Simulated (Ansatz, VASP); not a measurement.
# CaGe23O47 in two plane-wave programs, part 3 of 3

Wanted: the spread between two codes on one cell, functional and k mesh. Of the first pair: The structure shown is frame 72 of Ansatz's trajectory.

VASP 6.6.1 and Ansatz 0.2.0.

So far. Step 6 (VASP: single point, LDA, pair 2): The run ends at a pressure of -2.66 GPa, with forces up to 4.7 eV/Å.

## 7. Comparison

Forces on 10 of the 71 atoms, those with the largest forces and the largest differences (eV/Å; atoms numbered as in POSCAR):

| atom | Ansatz x, y, z | VASP x, y, z |
| --- | --- | --- |
| Ge7 | 1.581, -2.021, -1.188 | 1.570, -2.054, -1.195 |
| Ge8 | 0.439, -2.570, -2.014 | 0.398, -2.633, -1.999 |
| Ge17 | 0.881, -3.383, -2.987 | 0.922, -3.390, -3.053 |
| Ge19 | 1.823, -0.777, -2.770 | 1.865, -0.743, -2.861 |
| Ge21 | -2.563, -0.198, 2.155 | -2.644, -0.170, 2.165 |
| O28 | -0.356, 0.559, 0.333 | -0.307, 0.445, 0.211 |
| O53 | -0.846, 1.677, 3.181 | -0.884, 1.705, 3.318 |
| O57 | 0.997, 0.227, -0.352 | 1.036, 0.150, -0.509 |
| O58 | -0.290, 0.772, 2.141 | -0.298, 0.777, 2.286 |
| O67 | 1.381, -2.208, 1.222 | 1.347, -2.255, 1.259 |

The forces differ by 50 meV/Å r.m.s., which is 4.5 % of the r.m.s. force of 1.106 eV/Å (both taken over all components).

## 8. Ansatz: dynamics, LDA

One frame of this run of dynamics is then solved in both programs, so the motion causes no difference.

The structure compared here is frame 217 of Ansatz's trajectory.

Input file input.yaml:

```yaml
crystal:
  lattice:
    - [10.367, 0.0, 0.0]
    - [0.0, 10.367, 0.0]
    - [0.0, 0.0, 10.367]
  atoms:
    - { symbol: Ge, position: [0.58961, 0.69418, 0.63574] }
    - { symbol: Ge, position: [0.50017, 0.58525, 0.3783] }
    - { symbol: Ge, position: [0.05557, 0.20063, 0.02724] }
    - { symbol: Ge, position: [0.77875, 0.08421, 0.42096] }
    - { symbol: Ge, position: [0.54075, 0.12326, 0.23694] }
    - { symbol: Ge, position: [0.03798, 0.80261, 0.76363] }
    - { symbol: Ge, position: [0.29327, 0.41297, 0.95233] }
    - { symbol: Ge, position: [0.41914, 0.41662, 0.66169] }
    - { symbol: Ge, position: [0.20401, 0.70894, 0.06211] }
    - { symbol: Ge, position: [0.44057, 0.9523, 0.7176] }
    - { symbol: Ge, position: [0.91956, 0.5917, 0.11374] }
    - { symbol: Ge, position: [0.32491, 0.98588, 0.01739] }
    - { symbol: Ge, position: [0.60977, 0.41931, 0.09862] }
    - { symbol: Ge, position: [0.82409, 0.02521, 0.85785] }
    - { symbol: Ge, position: [0.28369, 0.92824, 0.45734] }
    - { symbol: Ge, position: [0.62632, 0.17072, 0.68122] }
    - { symbol: Ge, position: [0.43624, 0.82934, 0.21729] }
    - { symbol: Ge, position: [0.70464, 0.76846, 0.03681] }
    - { symbol: Ge, position: [0.30564, 0.26576, 0.42977] }
    - { symbol: Ge, position: [0.93773, 0.55582, 0.58618] }
    - { symbol: Ge, position: [0.80666, 0.53624, 0.83843] }
    - { symbol: Ge, position: [0.97851, 0.35137, 0.32124] }
    - { symbol: Ge, position: [0.9766, 0.8193, 0.45751] }
    - { symbol: Ca, position: [0.10328, 0.33761, 0.6921] }
    - { symbol: O, position: [0.25607, 0.56276, 0.03074] }
    - { symbol: O, position: [0.73579, 0.9208, 0.97597] }
    - { symbol: O, position: [0.39253, 0.99984, 0.87229] }
    - { symbol: O, position: [0.01543, 0.44632, 0.50784] }
    - { symbol: O, position: [0.18079, 0.33134, 0.35884] }
    - { symbol: O, position: [0.43135, 0.0465, 0.13267] }
    - { symbol: O, position: [0.58119, 0.32125, 0.71389] }
    - { symbol: O, position: [0.62972, 0.67563, 0.48968] }
    - { symbol: O, position: [0.77082, 0.07962, 0.60165] }
    - { symbol: O, position: [0.68299, 0.09671, 0.81854] }
    - { symbol: O, position: [0.17738, 0.31205, 0.94294] }
    - { symbol: O, position: [0.39826, 0.68762, 0.29994] }
    - { symbol: O, position: [0.50425, 0.5502, 0.64804] }
    - { symbol: O, position: [0.32419, 0.90989, 0.61615] }
    - { symbol: O, position: [0.60961, 0.24538, 0.14899] }
    - { symbol: O, position: [0.18526, 0.8059, 0.88597] }
    - { symbol: O, position: [0.15865, 0.8362, 0.40291] }
    - { symbol: O, position: [0.41209, 0.89738, 0.37158] }
    - { symbol: O, position: [0.68654, 0.67681, 0.90925] }
    - { symbol: O, position: [0.30023, 0.82115, 0.10828] }
    - { symbol: O, position: [0.94141, 0.89766, 0.8379] }
    - { symbol: O, position: [0.50157, 0.08446, 0.6369] }
    - { symbol: O, position: [0.85158, 0.2312, 0.3938] }
    - { symbol: O, position: [0.58675, 0.50686, 0.24649] }
    - { symbol: O, position: [0.92537, 0.66887, 0.47162] }
    - { symbol: O, position: [0.45134, 0.41608, 0.01677] }
    - { symbol: O, position: [0.33395, 0.46301, 0.78348] }
    - { symbol: O, position: [0.45712, 0.19427, 0.35982] }
    - { symbol: O, position: [0.01705, 0.26126, 0.15478] }
    - { symbol: O, position: [0.53115, 0.82451, 0.70395] }
    - { symbol: O, position: [0.41474, 0.43828, 0.43973] }
    - { symbol: O, position: [0.70721, 0.42809, 0.95992] }
    - { symbol: O, position: [0.87506, 0.42675, 0.72361] }
    - { symbol: O, position: [0.31476, 0.31103, 0.59178] }
    - { symbol: O, position: [0.25831, 0.09653, 0.43882] }
    - { symbol: O, position: [0.5628, 0.79473, 0.12532] }
    - { symbol: O, position: [0.01014, 0.86157, 0.60154] }
    - { symbol: O, position: [0.80462, 0.64497, 0.71166] }
    - { symbol: O, position: [0.66654, 0.03672, 0.31125] }
    - { symbol: O, position: [0.06618, 0.70338, 0.15638] }
    - { symbol: O, position: [0.92406, 0.17024, 0.91699] }
    - { symbol: O, position: [0.92844, 0.56502, 0.958] }
    - { symbol: O, position: [0.90769, 0.47184, 0.22055] }
    - { symbol: O, position: [0.82314, 0.71782, 0.13018] }
    - { symbol: O, position: [0.15498, 0.06585, 0.02894] }
    - { symbol: O, position: [0.06671, 0.62822, 0.69596] }
    - { symbol: O, position: [0.86853, 0.94863, 0.39238] }
kpoints:
  mp_grid: { grid: [1, 1, 1] }
hamiltonian:
  xc: lda
scf:
  occupations: { method: fixed }
output:
  forces: true
md:
  timestep: 1.0
  n_steps: 217
  ensemble: nvt_langevin
  temperature: 300
  initial_velocities: maxwell_boltzmann
  seed: 5281
```

Started as:

```
$ ansatz run input.yaml --threads 4 --pin off --max-ram 8192MiB --backend cpu --events-out ev --progress --plain --runs-dir out
```

Numbers of over 12 decimals in the logs are rounded to 6 here.

Log:

```text
[...]
Crystal: 71 atoms, lattice volume = 1114.190 Å³
Basis set: ecut = 420 eV, 21879 PW (Γ)
Bands: 378, of which v1, the nominal top of the filled ones, is band 307 counted from 1 (306 counted from 0)
Symmetry: 1 space group operations
k-points: 1
[...]
atom   7  Ge     1.36653307    -0.43369594     0.24369178
  atom   8  Ge     0.67631444    -0.17141126     1.19957958
[...]
atom  68  O      0.33429619    -0.72271940    -1.01550897
  atom  69  O      1.78249006    -1.75541514    -0.27322509
  atom  70  O     -0.44234863     0.86180401     0.10081975
  atom  71  O      0.65956026    -0.55866814     0.49314701
  max |Σ_I F_I| component: 1.91e-4 eV/Å
--- MD trajectory: 217 steps, t = 0.0 → 217.0 fs ---
[...]
[key lines of the parts left out:]
SCF converged after 8 iterations
Free energy (F): -124819.004707 eV
Fermi energy:    3.416944 eV
```

## 9. VASP: single point, LDA, pair 3

The same cell, functional (in two slightly different forms) and mesh now go to VASP, with its own data sets.

Input file INCAR:

```
SYSTEM = CaGe23O47
PREC = Accurate
ENCUT = 520
EDIFF = 1E-06
NELM = 120
ISMEAR = 0
SIGMA = 0.01
LREAL = Auto
ALGO = Normal
GGA = PW92
NBANDS = 360
LORBIT = 11
LWAVE = .FALSE.
LCHARG = .FALSE.
ISIF = 2
LASPH = .TRUE.
GGA_COMPAT = .FALSE.
EFERMI = MIDGAP
NCORE = 2
```

Input file POSCAR:

```
CaGe23O47
1.0
   10.3670000000      0.0000000000      0.0000000000
    0.0000000000     10.3670000000      0.0000000000
    0.0000000000      0.0000000000     10.3670000000
Ge Ca O
23 1 47
Direct
    0.6013793769      0.6691231793      0.6041863606
    0.4931899296      0.5336452204      0.3519918974
    0.0896980804      0.1869200347      0.0167454423
    0.7855695958      0.0763383814      0.4090768786
    0.5328542491      0.1183177390      0.2174881837
    0.0171505739      0.8064435227      0.7706376001
    0.2966721327      0.4188675605      0.9346387576
    0.4356805247      0.3959969133      0.6304331050
    0.1744188290      0.7058454712      0.0362399923
    0.4359891965      0.9075238738      0.6976560239
    0.9409086525      0.5974534581      0.1759814797
    0.3413330761      0.9714671554      0.0011961030
    0.5777852802      0.3827722581      0.0850390663
    0.8375904312      0.0114015627      0.9126748336
    0.2631233722      0.9244718819      0.4451239510
    0.6432815665      0.1508054403      0.6903347159
    0.4221471978      0.7853959680      0.2151538536
    0.7262274525      0.7799073985      0.0840358831
    0.2944632005      0.2425002411      0.4282531108
    0.9039548568      0.5792128870      0.5949165622
    0.7949069162      0.5378991029      0.9147390759
    0.0117488184      0.3126362496      0.3182405710
    0.9899392302      0.8389505161      0.4686987557
    0.0740233433      0.4120092602      0.7333751326
    0.2639336356      0.5664415935      0.0024790200
    0.7654769943      0.9377447670      0.0485772162
    0.3794154529      0.8987267290      0.8572875470
    0.9639143436      0.4294009839      0.5600848847
    0.1678209704      0.3370599016      0.3797048326
    0.4652165525      0.0140735025      0.0964985049
    0.5815279251      0.3105334234      0.6788559853
    0.5928426739      0.6417864377      0.4299122215
    0.7477765988      0.1100028938      0.5681682261
    0.7207678210      0.1024693740      0.8364136201
    0.1511623420      0.3311662004      0.9370116717
    0.3697501688      0.6372528215      0.2806212019
    0.4918298447      0.5621105431      0.6411208643
    0.3170830520      0.8635285039      0.5991704447
    0.6328156651      0.2297482396      0.1391434359
    0.1403106009      0.7945982444      0.8958329314
    0.1395678596      0.8324201794      0.3858782676
    0.3866017170      0.8959293913      0.3340407061
    0.7272306357      0.6903829459      0.9419890036
    0.3024114980      0.8088550207      0.0929777178
    0.8806019099      0.8725185685      0.8407060866
    0.4979357577      0.0619947912      0.6933828494
    0.8697405228      0.2227356034      0.3540368477
    0.5768689110      0.4871901225      0.2188675605
    0.9263046204      0.6877110061      0.4658146040
    0.4217420662      0.3428089129      0.0199961416
    0.3207099450      0.4300665573      0.7703289283
    0.4127230636      0.2010321212      0.3035400791
    0.0653998264      0.2496479213      0.1592360374
    0.5800617343      0.8273753256      0.6534484422
    0.4249059516      0.4109192630      0.4490691618
    0.6719976850      0.4309057587      0.9600752387
    0.8740233433      0.4691231793      0.7883090576
    0.3250988714      0.2660653998      0.6035883091
    0.2190701264      0.0828590721      0.4448249252
    0.5594771872      0.7741680332      0.1178547314
    0.0077746696      0.8971254944      0.6206810070
    0.7576058648      0.6362014083      0.6543358734
    0.6502556188      0.0511912800      0.3140638565
    0.0881354297      0.6905372818      0.1725764445
    0.9604224945      0.1138130607      0.9434455484
    0.9328349571      0.5551075528      0.0179704833
    0.9406867946      0.4702421144      0.2763480274
    0.8188868525      0.7177293335      0.2144111122
    0.2122021800      0.0782000579      0.0157519051
    0.0292659400      0.6458281084      0.7094434263
    0.8827336742      0.9445451915      0.3835439375
```

Input file KPOINTS:

```
Automatic mesh
0
Gamma
1 1 1
0 0 0
```

Potentials, in the order of the species: Ge_d, Ca_sv and O (LDA family, release 64).

Started as:

```
$ mpirun -np 8 vasp_gam
```

Log:

```text
[... set-up lines as in an earlier step ...]
 entering main loop
       N       E                     dE             d eps       ncg     rms          rms(c)
DAV:   1     0.197916166854E+05    0.19792E+05   -0.20606E+05   888   0.442E+03
DAV:   2     0.456277363878E+04   -0.15229E+05   -0.14414E+05   720   0.126E+03
DAV:   3     0.138756192978E+03   -0.44240E+04   -0.41455E+04   784   0.400E+02
DAV:   4    -0.534584605254E+03   -0.67334E+03   -0.66022E+03   832   0.176E+02
[...]
DAV:  18    -0.496265373264E+03   -0.19849E-06   -0.28843E-05   984   0.380E-02    0.680E-03
DAV:  19    -0.496265374062E+03   -0.79826E-06   -0.10992E-05   856   0.195E-02    0.251E-03
DAV:  20    -0.496265374775E+03   -0.71235E-06   -0.58397E-06   632   0.104E-02
   1 F= -.49626537E+03 E0= -.49626537E+03  d E =0.000000E+00
```

Parts of OUTCAR (step 9):

```text
 POSITION                                       TOTAL-FORCE (eV/Angst)
 -----------------------------------------------------------------------------------
      6.23450      6.93680      6.26360         2.291747      0.624200     -2.434170
      5.11290      5.53230      3.64910        -1.462251      1.142592      0.249307
      0.92990      1.93780      0.17360         0.326765      1.047014     -1.200858
      8.14400      0.79140      4.24090         1.035742      1.757550     -0.598982
      5.52410      1.22660      2.25470        -0.592978      1.149467      0.153615
      0.17780      8.36040      7.98920         0.471040     -1.315944     -0.951727
      3.07560      4.34240      9.68940         1.369434     -0.436467      0.266604
      4.51670      4.10530      6.53570         0.682306     -0.108637      1.261235
      1.80820      7.31750      0.37570         0.889233     -1.052793     -1.565846
      4.51990      9.40830      7.23260         2.563499      1.273342      1.218260
      9.75440      6.19380      1.82440        -0.156157      1.917113      0.975397
      3.53860     10.07120      0.01240        -1.603297     -0.742980     -0.582055
      5.98990      3.96820      0.88160        -1.089590     -0.988461      0.662507
      8.68330      0.11820      9.46170        -2.226186      0.245990      0.870452
[...]
-----------------------------------------------------------------------------------
    total drift:                               -0.003593      0.000987      0.004482

  FREE ENERGIE OF THE ION-ELECTRON SYSTEM (eV)
  ---------------------------------------------------
  free  energy   TOTEN  =      -496.2653747748 eV

  energy  without entropy=     -496.2653747748  energy(sigma->0) =     -496.26537477

[... 1 part as in an earlier step ...]
```

The run ends at a pressure of -2.59 GPa, with forces up to 4.2 eV/Å.

## 10. Comparison

Forces on 10 of the 71 atoms, those with the largest forces and the largest differences (eV/Å; atoms numbered as in POSCAR):

| atom | Ansatz x, y, z | VASP x, y, z |
| --- | --- | --- |
| Ge1 | 2.242, 0.577, -2.417 | 2.292, 0.624, -2.434 |
| Ge10 | 2.557, 1.284, 1.148 | 2.563, 1.273, 1.218 |
| Ge19 | 2.019, -1.628, 1.231 | 2.069, -1.613, 1.228 |
| O28 | 0.115, 0.244, -0.743 | 0.153, 0.072, -0.848 |
| O37 | -2.616, -2.557, 1.740 | -2.696, -2.619, 1.770 |
| O38 | -1.954, -0.076, -1.836 | -2.042, -0.138, -1.872 |
| O53 | -0.969, 0.999, 3.478 | -0.994, 1.045, 3.600 |
| O57 | -0.278, -0.086, 0.191 | -0.219, -0.150, 0.054 |
| O61 | 0.911, 0.548, 2.527 | 0.925, 0.630, 2.596 |
| O64 | -1.193, -0.353, 0.704 | -1.219, -0.327, 0.832 |

The forces differ by 47 meV/Å r.m.s., which is 4.7 % of the r.m.s. force of 0.984 eV/Å (both taken over all components).

## 11. Results

* r.m.s. force difference (single point, LDA, pair 1): 3.7 % of the r.m.s. force
* r.m.s. force difference (single point, LDA, pair 2): 4.5 % of the r.m.s. force
* r.m.s. force difference (single point, LDA, pair 3): 4.7 % of the r.m.s. force

What this shows: The r.m.s. force difference is 4.7 % of the r.m.s. force (single point, LDA, pair 3), beyond the 3 % picked in this series as the mark of a large difference. What causes the difference of the single point, LDA, pair 1 pair stays open here. What causes the difference of the single point, LDA, pair 2 pair stays open here. What causes the difference of the single point, LDA, pair 3 pair stays open here. How closely two codes agree says nothing of how well the functional describes the real material.

[Lines on the potential files, build, host, timing and source positions are cut from VASP's logs without a mark.]

[Logs are printed without paths, hosts, clocks, repeated set-up lines and the standing remarks that a program may print on its own settings, such as how far it seeks lower states.]

[Hosts, paths, dates, database ids (printed as entryN), source tags and the programs' standing remarks are cut or masked in the printed files.]
